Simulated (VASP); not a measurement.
A convergence study with VASP on PbS (rock salt): one setting is varied, all else stays as given below, so the limit is that of these other settings. Each run relaxes cell and ions from the cell shown.

```yaml
crystal:
  lattice:
    - [0.00000, 2.97000, 2.97000]
    - [2.97000, 0.00000, 2.97000]
    - [2.97000, 2.97000, 0.00000]
  atoms:
    - { symbol: Pb, position: [0.00000, 0.00000, 0.00000] }
    - { symbol: S, position: [0.50000, 0.50000, 0.50000] }
```

Calculation: PBE GGA, VASP's PBE PAW potentials (set 64) (plane waves; VASP). The tightest run used: 550 eV cut-off, 12×12×12 Γ-centred mesh, Gaussian smearing of 0.050 eV, potentials Pb_d S.

Unless said otherwise, spin-orbit coupling is left out, though it shifts the bands of the heavy elements here. Gaps are read on the run's mesh, which can miss a band edge.

The settings run are 2×2×2 mesh; 3×3×3 mesh; 4×4×4 mesh; 5×5×5 mesh; 6×6×6 mesh; 8×8×8 mesh; 9×9×9 mesh; 10×10×10 mesh; 11×11×11 mesh; 12×12×12 mesh. From which on does the relaxed volume stay within 0.05 Å³/atom of the tightest run?

From 6×6×6 mesh on: it is off by 0.013 there and by no more than 0.05 in any finer run, while 5×5×5 mesh is off by 0.083.
| setting | relaxed volume (Å³/atom) | E (eV/atom) | gap on the mesh (eV) | irreducible k-points | difference judged (Å³/atom) |
|---|---|---|---|---|---|
| 2×2×2 mesh | 30.549 | -3.8148 | 0.547 | 3 | 3.460 |
| 3×3×3 mesh | 26.613 | -4.4373 | 2.219 | 4 | 0.476 |
| 4×4×4 mesh | 27.129 | -4.3782 | 0.500 | 8 | 0.040 |
| 5×5×5 mesh | 27.006 | -4.3899 | 1.335 | 10 | 0.083 |
| 6×6×6 mesh | 27.076 | -4.3853 | 0.495 | 16 | 0.013 |
| 8×8×8 mesh | 27.085 | -4.3846 | 0.495 | 29 | 0.004 |
| 9×9×9 mesh | 27.082 | -4.3846 | 0.839 | 35 | 0.007 |
| 10×10×10 mesh | 27.088 | -4.3844 | 0.495 | 47 | 0.001 |
| 11×11×11 mesh | 27.086 | -4.3844 | 0.742 | 56 | 0.003 |
| 12×12×12 mesh | 27.089 | -4.3844 | 0.495 | 72 | 0.000 |

Left out are rungs that failed or repeat a setting and relaxations that didn't move; long series are thinned to 24 rows.

The compound is PbS in the rock salt structure.
